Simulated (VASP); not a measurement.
# CoSi2 with r2SCAN: from relaxation to properties, part 6 of 6

Wanted: the relaxed cell of CoSi2 and its properties. The start is a cell from a database of measured crystal structures.

VASP 6.6.1, plane waves and PAW; the level of theory is named at each step.

Still holding for the runs below: This run allows spin, but its moments start at zero, where symmetry between the spins tends to hold them, although Co can carry a moment. Its electron count is odd, so without a moment it is a metal by construction.

So far. Step 11 (Field gradients at the nuclei (r2SCAN)): The run ends at a pressure of 0.08 GPa. The relaxed cell has a = 5.311 Å (conventional setting).

**12. Independent-particle dielectric function (r2SCAN)**

Level of this step: r2SCAN, zero-moment start; plane waves and PAW (Co, Si) (VASP).

LOPTICS sums transitions from filled to empty bands. The mesh is finer than in the run before. NBANDS is raised for it.

The input, INCAR:

```
SYSTEM = CoSi2
PREC = Accurate
ENCUT = 400
EDIFF = 1E-06
NELM = 100
ISMEAR = 0
SIGMA = 0.05
LREAL = .FALSE.
ALGO = Normal
METAGGA = R2SCAN
LASPH = .TRUE.
NBANDS = 32
ISPIN = 2
MAGMOM = 0 0 0
LMAXMIX = 4
LORBIT = 11
LWAVE = .FALSE.
LCHARG = .FALSE.
KPAR = 8
LOPTICS = .TRUE.
NEDOS = 1500
CSHIFT = 0.1
```

The input, POSCAR:

```
CoSi2
1.0
    0.0000000000      2.6556679228      2.6556679228
    2.6556679228      0.0000000000      2.6556679228
    2.6556679228      2.6556679228      0.0000000000
Co Si
1 2
Direct
    0.0000000000      0.0000000000      0.0000000000
    0.2500000000      0.2500000000      0.2500000000
    0.7500000000      0.7500000000      0.7500000000
```

The input, KPOINTS:

```
Automatic mesh
0
Gamma
11 11 11
0 0 0
```

PAW data sets: Co and Si (PBE family, release 64).

On the command line:

```sh
mpirun -np 8 vasp_std
```

Output:

```text
[... set-up lines as in an earlier step ...]
 entering main loop
       N       E                     dE             d eps       ncg     rms          rms(c)
DAV:   1     0.514124052139E+02    0.51412E+02   -0.46891E+03  7344   0.425E+02
DAV:   2    -0.300331860267E+02   -0.81446E+02   -0.68986E+02  7600   0.126E+02
DAV:   3    -0.356961728235E+02   -0.56630E+01   -0.54014E+01  8896   0.327E+01
DAV:   4    -0.357704596747E+02   -0.74287E-01   -0.74193E-01  8440   0.366E+00
DAV:   5    -0.357720506584E+02   -0.15910E-02   -0.15908E-02 10408   0.471E-01    0.161E+01
DAV:   6    -0.370119108837E+02   -0.12399E+01   -0.13551E+01  9896   0.549E+01    0.174E+01
DAV:   7    -0.319600106817E+02    0.50519E+01   -0.46165E+00  9496   0.377E+01    0.393E+00
DAV:   8    -0.320514319355E+02   -0.91421E-01   -0.33783E-01  9552   0.461E+00    0.305E+00
DAV:   9    -0.320103494206E+02    0.41083E-01   -0.10430E-01  9032   0.384E+00    0.613E-01
DAV:  10    -0.320107229620E+02   -0.37354E-03   -0.28323E-03  8848   0.237E-01    0.374E-01
DAV:  11    -0.320103541323E+02    0.36883E-03   -0.42740E-04  9224   0.267E-01    0.528E-02
DAV:  12    -0.320103475664E+02    0.65659E-05   -0.60801E-05 11136   0.753E-02    0.175E-02
DAV:  13    -0.320103479975E+02   -0.43116E-06   -0.42059E-06  8528   0.856E-03
   1 F= -.32010348E+02 E0= -.32009880E+02  d E =-.936931E-03  mag=    -0.0000
 optical routines
 imaginary and real dielectric function
 direction            1
 direction            2
 direction            3
```

Run time: 47 s. Hardware: 8 MPI ranks of Intel Xeon Platinum 8488C (Sapphire Rapids), shared host; peak memory 2 GiB.

Parts of OUTCAR (step 12):

```text
   k-points           NKPTS =     56   k-points in BZ     NKDIM =     56   number of bands    NBANDS=     32

   NELECT =      17.0000    total number of electrons

 E-fermi :  10.3466

 spin component 1
 k-point     1 :       0.0000    0.0000    0.0000
  band No.  band energies     occupation
    ...
      2       5.9657      1.00000
      3       5.9657      1.00000
      4       5.9657      1.00000
      5       8.2409      1.00000
      6       8.2409      1.00000
      7      11.8612      0.00000
      8      13.9420      0.00000
      9      13.9420      0.00000
     10      13.9420      0.00000
     11      14.0699      0.00000
    ...

 k-point     2 :       0.0909    0.0000    0.0000
  band No.  band energies     occupation
    ...
      2       5.6601      1.00000
      3       6.0142      1.00000
      4       6.0142      1.00000
      5       8.2020      1.00000
      6       8.2020      1.00000
      7      11.7040      0.00000
      8      12.5817      0.00000
      9      13.1307      0.00000
     10      13.1307      0.00000
     11      14.9061      0.00000
    ...

  Total       -0.0709704     -0.0709704     -0.0709704     -0.0000000     -0.0000000     -0.0000000
  in kB       -3.0355433     -3.0355433     -3.0355433     -0.0000000     -0.0000000     -0.0000000
  external PRESSURE =      -3.0355433 kB  Pullay stress =       0.0000000 kB

 POSITION                                       TOTAL-FORCE (eV/Angst)
 -----------------------------------------------------------------------------------
      0.00000      0.00000      0.00000         0.000000     -0.000000     -0.000000
      1.32783      1.32783      1.32783         0.000000     -0.000000     -0.000000
      3.98350      3.98350      3.98350        -0.000000      0.000000      0.000000
 -----------------------------------------------------------------------------------
    total drift:                               -0.000000      0.000000      0.000000

  FREE ENERGIE OF THE ION-ELECTRON SYSTEM (eV)
  ---------------------------------------------------
  free  energy   TOTEN  =       -32.0103479975 eV

  energy  without entropy=      -32.0094110670  energy(sigma->0) =      -32.00987953

 plasma frequency squared (from intraband transitions) (eV^2)
  --------------------------------------------------------------------------------------
      36.642       0.000      -0.000
       0.000      36.642       0.000
      -0.000       0.000      36.642

 magnetization (x)
# of ion       s       p       d       tot
------------------------------------------
    1        0.000   0.000   0.000   0.000
    2       -0.000   0.000   0.000  -0.000
    3       -0.000   0.000   0.000  -0.000
--------------------------------------------------
tot         -0.000   0.000   0.000   0.000

[... 7 parts as in an earlier step ...]

[... 11 further parts left out ...]
```

These are independent-particle spectra without excitons or local fields, and fine structure depends on the mesh and on CSHIFT. The intraband (Drude) part is not in this spectrum.

This step gave:

```
SCF cycles              : 13
bands                   : 32
irreducible k-points    : 56
free energy (TOTEN)     : -32.01 eV
energy at zero smearing : -32.01 eV
Fermi energy            : 10.35 eV
pressure                : -0.3036 GPa
```

The imaginary dielectric function, xx has structure finer than the step of the table below, so its rows give means over 0.5 eV, whole bins alone (the curve runs from 0 to 25.0 eV). Peaks (eV: height): 0.55: 73.4, 6.10: 18.9.

Imaginary dielectric function, xx against photon energy; means over each step:

```
photon energy (eV)  imaginary dielectric function, xx
               0.5                               39.6
               1.0                               11.1
               1.5                               3.63
               2.0                               4.78
               2.5                               5.61
               3.0                               10.8
               3.5                               12.3
               4.0                               9.17
               4.5                               10.4
               5.0                               8.48
               5.5                               10.9
               6.0                               17.8
               6.5                               14.4
               7.0                               12.5
               7.5                               10.1
               8.0                               6.63
               8.5                               5.82
               9.0                               5.07
               9.5                               4.15
              10.0                               3.00
              10.5                               2.54
              11.0                               2.46
              11.5                               1.92
              12.0                               1.79
              12.5                               1.67
              13.0                               1.31
              13.5                               1.11
              14.0                              0.857
              14.5                              0.833
              15.0                              0.817
              15.5                              0.619
              16.0                              0.610
              16.5                              0.553
              17.0                              0.529
              17.5                              0.537
              18.0                              0.490
              18.5                              0.371
              19.0                              0.341
              19.5                              0.341
              20.0                              0.327
              20.5                              0.347
              21.0                              0.324
              21.5                              0.270
              22.0                              0.286
              22.5                              0.291
              23.0                              0.275
              23.5                              0.269
              24.0                              0.288
              24.5                              0.240
```

Table of real dielectric function, xx by photon energy:

photon energy (eV), real dielectric function, xx and a bar from the least value:
```
        0       44.4 ##############################
        1        0.0 ###
        2       12.9 ###########
        3       11.9 ##########
        4        5.5 #######
        5        5.8 #######
        6        5.1 ######
        7       -2.9 ##
        8       -5.4 
        9       -4.4 #
       10       -3.6 #
       11       -2.6 ##
       12       -1.8 ##
       13       -1.7 ##
       14       -1.3 ##
       15       -1.0 ###
       16       -0.8 ###
       17       -0.5 ###
       18       -0.5 ###
       19       -0.2 ###
       20        0.0 ###
       21        0.0 ###
       22        0.1 ###
       23        0.2 ###
       24        0.2 ###
```

At these settings, which differ from those of the relaxation, the cell is under a tension of 0.3 GPa.

**13. Outcome**

```yaml
relaxed_volume: 12.49 Å³/atom
relaxed_conventional_cell_a_b_c: 5.311, 5.311, 5.311 Å
space_group_after_relaxing_within_0p02_a: Fm-3m (No. 225)
moment_of_the_cell: 0 μB
band_gap: none, a metal
dos_at_the_fermi_level: 0.984 states/eV/cell
largest_field_gradient_vzz: zero within the noise on all sites
```

With r2SCAN, CoSi2 relaxes to 12.49 Å³/atom in space group Fm-3m (held by the symmetry of the run) and comes out as a metal. Against the listed cell the volume lies -3.0 %. At r2SCAN the magnetic starts gave no state below the non-magnetic one; other levels were not tested for magnetism. Band structure (r2SCAN): Of the bands kept, 3 cross the Fermi level on this path. The k-sampling is coarse for a metal, so the Fermi level, pressures and the shape of the cell carry errors. With an odd electron count and no spin the cell is a metal by construction. No search among competing phases was made, and a listed structure need not be the one stable at ambient conditions. All values are for a static lattice at zero temperature.

[Lines on the potential files, build, host, timing and source positions are cut from VASP's logs without a mark.]

[Logs are printed without paths, hosts, clocks, repeated set-up lines and the standing remarks that a program may print on its own settings, such as how far it seeks lower states.]

[Hosts, paths, dates, database ids (printed as entryN), source tags and the programs' standing remarks are cut or masked in the printed files.]

[A measured line is paired with the nearest computed mode of its activity, which favours agreement.]
